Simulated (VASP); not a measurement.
Given:

```
Yb
1.0
    0.00000     2.71173     2.71173
    2.71173     0.00000     2.71173
    2.71173     2.71173     0.00000
Yb
1
Direct
  0.00000   0.00000   0.00000
```

The numbers are results of PBE GGA, VASP's PBE PAW potentials (set 64) (plane waves; VASP), not measurements. Numerical set-up: 520 eV cut-off, 8×8×8 Γ-centred mesh, Gaussian smearing of 0.050 eV, potentials Yb_2.

The 4f electrons are frozen in the core of the lanthanide potential, so 4f levels, which can set the real gap, and their magnetism are missing.

Estimate the energy per atom (σ→0), band gap (on the k-mesh) with the smallest direct gap where there is one.

```
Quantity                                                     Value
------------------------  ----------------------------------------
band gap (on the k-mesh)  none (metal, semimetal or under 0.01 eV)
energy per atom (σ→0)                               -1.474 eV/atom
```

The compound is Yb in the fcc structure. It was relaxed first.
